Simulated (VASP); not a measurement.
Consider the following.

```
SrCl2
1.0
    0.00000     3.46986     3.46986
    3.46986     0.00000     3.46986
    3.46986     3.46986     0.00000
Sr Cl
1 2
Direct
  0.00000   0.00000   0.00000
  0.25000   0.25000   0.25000
  0.75000   0.75000   0.75000
```

These are vdW-DF-cx, VASP's PBE PAW potentials (set 64) (plane waves; VASP 6.6.1) values and carry that method's errors. Numerical set-up: 520 eV cut-off, Gaussian smearing of 0.050 eV, potentials Sr_sv Cl.

Task: Predict the band gap (along the path) with the smallest direct gap where there is one.

Result: 
The band gap (along the path) is 5.37 eV and the smallest direct gap (along the path) is 5.47 eV.

Only differences to runs with the same potentials and settings are physical.

The compound is SrCl2 in the fluorite structure. It was relaxed first.
